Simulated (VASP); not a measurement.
# BeZn2Te3 (P3m1) in VASP: notebook, part 2 of 2

VASP 6.6.1.

## Step 3: Relaxation of cell and atoms, PBE

INCAR

```
ALGO = Normal ; EDIFF = 1E-7
EDIFFG = -0.005 ; ENCUT = 520
GGA = PE ; IBRION = 2
ISIF = 3 ; ISMEAR = 0
KPAR = 4 ; LASPH = True
LCHARG = False ; LREAL = False
LWAVE = False ; NELM = 120
NSW = 60 ; POTIM = 0.3
PREC = Accurate ; SIGMA = 0.03
```

KPOINTS

```
k-points
0
Gamma
  8 8 4
```

POSCAR

```
BeZn2Te3                                
1.0
    4.2522042306     -0.0000000000      0.0000000000
   -2.1261021103      3.6825168879      0.0000000000
    0.0000000000     -0.0000000000     10.4461839400
  Be              Zn              Te            
     1     2     3
Direct
     1.0000000000000000    0.0000000000000000    0.0004988316254567
     0.6666666699999979    0.3333333300000021    0.3274116522656284
     0.3333333300000021    0.6666666699999979    0.6746966562530097
     0.0000000000000000    0.0000000000000000    0.2350944480709379
     0.3333333300000021    0.6666666699999979    0.9302643965298492
     0.6666666699999979    0.3333333300000021    0.5819618352551146
```

Potentials or basis: VASP PAW PBE potentials, release 64 (Be, Zn, Te).

Run with:

```console
$ cat potpaw_PBE.64/Be/POTCAR potpaw_PBE.64/Zn/POTCAR potpaw_PBE.64/Te/POTCAR > POTCAR
$ mpirun -np 4 vasp_std > vasp.out
```

OUTCAR:

```text
EDIFF = 1E-7
   EDIFFG = -0.005
   ENCUT = 520
   GGA = PE
   IBRION = 2
   ISIF = 3
   ISMEAR = 0
   LASPH = True
   LREAL = False
   NELM = 120
   NSW = 60
   POTIM = 0.3
   PREC = Accurate

 ion  position               nearest neighbor table
   1  0.000  0.000  0.000-   4 2.45   5 2.56   5 2.56   5 2.56
   2  0.667  0.333  0.327-   4 2.64   4 2.64   4 2.64   6 2.66
   3  0.333  0.667  0.675-   6 2.64   6 2.64   6 2.64   5 2.67
   4  0.000  0.000  0.235-   1 2.45   2 2.64   2 2.64   2 2.64
   5  0.333  0.667  0.930-   1 2.56   1 2.56   1 2.56   3 2.67
   6  0.667  0.333  0.582-   3 2.64   3 2.64   3 2.64   2 2.66

  LATTYP: Found a hexagonal cell.
 ALAT       =     4.2522042306
 C/A-ratio  =     2.4566515091

  Lattice vectors:

 A1 = (   4.2522042306,   0.0000000000,   0.0000000000)
 A2 = (  -2.1261021103,   3.6825168879,   0.0000000000)
 A3 = (   0.0000000000,   0.0000000000,  10.4461839400)

Analysis of symmetry for initial positions (statically):
=====================================================================
 Subroutine PRICEL returns:
 Original cell was already a primitive cell.

 Routine SETGRP: Setting up the symmetry group for a
 hexagonal supercell.

 Subroutine GETGRP returns: Found  6 space group operations
 (whereof  6 operations were pure point group operations)
 out of a pool of 24 trial point group operations.

The static configuration has the point symmetry C_3v.

Analysis of symmetry for dynamics (positions and initial velocities):
=====================================================================
 Subroutine PRICEL returns:
 Original cell was already a primitive cell.

 Routine SETGRP: Setting up the symmetry group for a
 hexagonal supercell.

 Subroutine GETGRP returns: Found  6 space group operations
 (whereof  6 operations were pure point group operations)
 out of a pool of 24 trial point group operations.

The dynamic configuration has the point symmetry C_3v.

 Subroutine INISYM returns: Found  6 space group operations
 (whereof  6 operations are pure point group operations),
 and found     1 'primitive' translations

----------------------------------------------------------------------------------------

                                     Primitive cell

  volume of cell :     163.5749

  direct lattice vectors                    reciprocal lattice vectors
     4.252204231  0.000000000  0.000000000     0.235172147  0.135776702  0.000000000
    -2.126102110  3.682516888  0.000000000     0.000000000  0.271553405  0.000000000
     0.000000000  0.000000000 10.446183940     0.000000000  0.000000000  0.095728737

  length of vectors
     4.252204231  4.252204230 10.446183940     0.271553405  0.271553405  0.095728737
[... 129 lines left out ...]

 number of electron      44.0000002 magnetization

 Free energy of the ion-electron system (eV)
  ---------------------------------------------------
  ext. energy  EPLUGINS =         0.00000000
  ---------------------------------------------------
  free energy    TOTEN  =       -17.82181894 eV

  energy without entropy =      -17.82181894  energy(sigma->0) =      -17.82181894

------------------------ aborting loop because EDIFF is reached ----------------------------------------

  FORCE on cell =-STRESS in cart. coord.  units (eV):
  Direction    XX          YY          ZZ          XY          YZ          ZX
  --------------------------------------------------------------------------------------
  -------------------------------------------------------------------------------------
  Total       -0.0090378     -0.0090378     -0.0092443     -0.0000000     -0.0000000      0.0000000
  in kB       -0.0885235     -0.0885235     -0.0905455     -0.0000000     -0.0000000      0.0000000
  external PRESSURE =      -0.0891975 kB  Pullay stress =       0.0000000 kB

 VOLUME and BASIS-vectors are now :
 -----------------------------------------------------------------------------
  energy-cutoff  :      520.00
  volume of cell :      163.57
      direct lattice vectors                 reciprocal lattice vectors
     4.252204231  0.000000000  0.000000000     0.235172147  0.135776702  0.000000000
    -2.126102110  3.682516888  0.000000000     0.000000000  0.271553405  0.000000000
     0.000000000  0.000000000 10.446183940     0.000000000  0.000000000  0.095728737

 POSITION                                       TOTAL-FORCE (eV/Angst)
 -----------------------------------------------------------------------------------
      0.00000      0.00000      0.00521        -0.000000      0.000000      0.001312
      2.12610      1.22751      3.42020        -0.000000      0.000000      0.004107
     -0.00000      2.45501      7.04801         0.000000     -0.000000     -0.002590
      0.00000      0.00000      2.45584         0.000000      0.000000     -0.005629
     -0.00000      2.45501      9.71771        -0.000000      0.000000      0.002317
      2.12610      1.22751      6.07928         0.000000      0.000000      0.000483
 -----------------------------------------------------------------------------------
    total drift:                                0.000002     -0.000001      0.000079

  FREE ENERGIE OF THE ION-ELECTRON SYSTEM (eV)
  ---------------------------------------------------
  free  energy   TOTEN  =       -17.8218189429 eV

  energy  without entropy=      -17.8218189429  energy(sigma->0) =      -17.82181894

--------------------------------------- Ionic step        2  -------------------------------------------

 number of electron      44.0000002 magnetization

 Free energy of the ion-electron system (eV)
  ---------------------------------------------------
  ext. energy  EPLUGINS =         0.00000000
  ---------------------------------------------------
  free energy    TOTEN  =       -17.82182197 eV

  energy without entropy =      -17.82182197  energy(sigma->0) =      -17.82182197

 E-fermi :   3.6655     XC(G=0):  -8.8464

 val. band max:        3.5204041303   @ k =   0.0000   0.0000   0.0000
 cond. band min:       5.1175611751   @ k =   0.0000   0.0000   0.0000
 fundamental gap:      1.5971570448
 Fermi energy:         3.6654843799

 k-point     1 :       0.0000    0.0000    0.0000
  band No.  band energies     occupation
      1      -8.3218      2.00000
      2      -7.7278      2.00000
      3      -7.5384      2.00000
      4      -3.3857      2.00000
      5      -3.3857      2.00000
      6      -3.3536      2.00000
[... 685 lines left out ...]
     25       7.4746      0.00000
     26       7.9243      0.00000

 [... further k-points ...]

------------------------ aborting loop because EDIFF is reached ----------------------------------------

  FORCE on cell =-STRESS in cart. coord.  units (eV):
  Direction    XX          YY          ZZ          XY          YZ          ZX
  --------------------------------------------------------------------------------------
  -------------------------------------------------------------------------------------
  Total       -0.0065198     -0.0065198     -0.0051201     -0.0000000     -0.0000000     -0.0000000
  in kB       -0.0638678     -0.0638678     -0.0501573     -0.0000000     -0.0000000     -0.0000000
  external PRESSURE =      -0.0592977 kB  Pullay stress =       0.0000000 kB

 VOLUME and BASIS-vectors are now :
 -----------------------------------------------------------------------------
  energy-cutoff  :      520.00
  volume of cell :      163.55
      direct lattice vectors                 reciprocal lattice vectors
     4.252018831 -0.000000000  0.000000000     0.235182402  0.135782622 -0.000000000
    -2.126009410  3.682356327  0.000000000     0.000000000  0.271565246  0.000000000
     0.000000000 -0.000000000 10.445718074     0.000000000  0.000000000  0.095733007

 POSITION                                       TOTAL-FORCE (eV/Angst)
 -----------------------------------------------------------------------------------
      4.25202     -0.00000      0.00525         0.000000     -0.000000      0.000464
      2.12601      1.22745      3.42017         0.000000     -0.000000      0.003051
     -0.00000      2.45490      7.04762         0.000000     -0.000000     -0.001658
      0.00000     -0.00000      2.45557        -0.000000      0.000000     -0.003702
     -0.00000      2.45490      9.71735        -0.000000     -0.000000      0.001443
      2.12601      1.22745      6.07902         0.000000      0.000000      0.000403
 -----------------------------------------------------------------------------------
    total drift:                                0.000002     -0.000001      0.000086

  FREE ENERGIE OF THE ION-ELECTRON SYSTEM (eV)
  ---------------------------------------------------
  free  energy   TOTEN  =       -17.8218219658 eV

  energy  without entropy=      -17.8218219658  energy(sigma->0) =      -17.82182197

 reached required accuracy - stopping structural energy minimisation
```

Run time: 50 s. Hardware: 4 MPI ranks of AMD EPYC 7R13 (Zen 3), shared host; peak memory 0.36 GiB.

What came out:

```
Free energy                            : -17.8218 eV
Relaxed volume                         : 27.26 Å³/atom
Relaxed cell                           : a = 4.252 Å, b = 4.252 Å, c = 10.446 Å, α = 90.00°, β = 90.00°, γ = 120.00°
Space group after relaxing (to 0.05 Å) : P3m1 (No. 156)
Energy gained by relaxing              : 0.0 meV/atom
Ionic steps                            : 2
Pressure after relaxing                : 0.0 GPa
Largest force after relaxing           : 0.004 eV/Å
Band gap on the k mesh                 : 1.60 eV, direct
```

Forces on the atoms (eV/Å):
```
Be   0.000  0.000  0.000
Zn   0.000  0.000  0.003
Zn   0.000  0.000 -0.002
Te   0.000  0.000 -0.004
Te   0.000  0.000  0.001
Te   0.000  0.000  0.000
```

Final structure:
```cif
data_structure
_symmetry_space_group_name_H-M 'P 1'
_symmetry_Int_Tables_number 1
_cell_length_a 4.2520
_cell_length_b 4.2520
_cell_length_c 10.4457
_cell_angle_alpha 90.000
_cell_angle_beta 90.000
_cell_angle_gamma 120.000
_cell_volume 163.55
loop_
_atom_site_label
_atom_site_type_symbol
_atom_site_fract_x
_atom_site_fract_y
_atom_site_fract_z
_atom_site_occupancy
Be1 Be 0.00000 0.00000 0.00050 1
Zn1 Zn 0.66667 0.33333 0.32742 1
Zn2 Zn 0.33333 0.66667 0.67469 1
Te1 Te 0.00000 0.00000 0.23508 1
Te2 Te 0.33333 0.66667 0.93027 1
Te3 Te 0.66667 0.33333 0.58196 1
```

Caveat: spin-orbit coupling is left out, which moves the levels of the heavy elements. A k mesh can miss the band edges.
